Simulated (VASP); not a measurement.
An input for Quantum ESPRESSO's pw.x (written as the equivalent of a VASP run, and not itself run):

```
&CONTROL
  calculation = 'vc-relax'
  pseudo_dir = './pseudo'
  outdir = './out'
  tprnfor = .true.
  tstress = .true.
  nstep = 60
  forc_conv_thr = 0.00078
/
&SYSTEM
  ibrav = 0
  nat = 8
  ntyp = 3
  ecutwfc = 84
  occupations = 'smearing'
  smearing = 'methfessel-paxton'
  degauss = 0.00735
  input_dft = 'pbe'
/
&ELECTRONS
  conv_thr = 7.3e-08
  electron_maxstep = 100
/
&IONS
/
&CELL
/
ATOMIC_SPECIES
  Zn 65.380 Zn.upf
  Te 127.600 Te.upf
  Hg 200.592 Hg.upf
CELL_PARAMETERS angstrom
     6.5259162   -0.0000000   -0.0000000
     0.0000000    6.5259162   -0.0000000
     0.0000000    0.0000000    6.5259162
ATOMIC_POSITIONS crystal
  Zn   0.0000000  0.0000000  0.0000000
  Te   0.2391756  0.2391756  0.2391756
  Te   0.7608244  0.7608244  0.2391756
  Te   0.7608244  0.2391756  0.7608244
  Te   0.2391756  0.7608244  0.7608244
  Hg   0.5000000  0.5000000  0.0000000
  Hg   0.5000000  0.0000000  0.5000000
  Hg   0.0000000  0.5000000  0.5000000
K_POINTS automatic
  5 5 5 0 0 0
```

Write the VASP files for the same calculation (PBE).

This is not unique; one that fits is 
INCAR:
```
! general
SYSTEM =Hg3ZnTe4
PREC   =Accurate
ENCUT  =400
LREAL  =F
LASPH  =T

! electronic loop
EDIFF  =1E-6
NELM   =100
ALGO   =Normal
LMAXMIX=6

! smearing
ISMEAR =1
SIGMA  =0.1

! functional
GGA    =PE

! ions
IBRION =2
NSW    =60
ISIF   =3
EDIFFG =-0.02

! output
LWAVE  =F
LCHARG =F
```

### KPOINTS
```
Automatic
0
Gamma
 5 5 5
```

File POSCAR:
```
Hg3ZnTe4
1.0
  6.5259162275   0.0000000000   0.0000000000
  0.0000000000   6.5259162275   0.0000000000
  0.0000000000   0.0000000000   6.5259162275
Zn Te Hg
1 4 3
direct
  0.0000000000   0.0000000000   0.0000000000
  0.2391756335   0.2391756335   0.2391756335
  0.7608243665   0.7608243665   0.2391756335
  0.7608243665   0.2391756335   0.7608243665
  0.2391756335   0.7608243665   0.7608243665
  0.5000000000   0.5000000000   0.0000000000
  0.5000000000   0.0000000000   0.5000000000
  0.0000000000   0.5000000000   0.5000000000
```

POTCAR, in this order: Zn Te Hg (PBE.64 set). Program: vasp_std.

The two are equivalent in intent, not identical: the potentials are each code's own (VASP's PAW set, PseudoDojo norm-conserving files in pw.x), so ENCUT and ecutwfc are chosen apart and not converted; conv_thr bounds pw.x's estimated SCF error, while EDIFF bounds the energy change between steps; forc_conv_thr acts on force components and is met together with etot_conv_thr.

The structure was generated: Hg3ZnTe4 was put into an ordered model structure (P-43m), which need not be its known phase. This run relaxes it. Symmetry was kept, so distortions that lower it aren't found. The start is the result of an earlier pass.
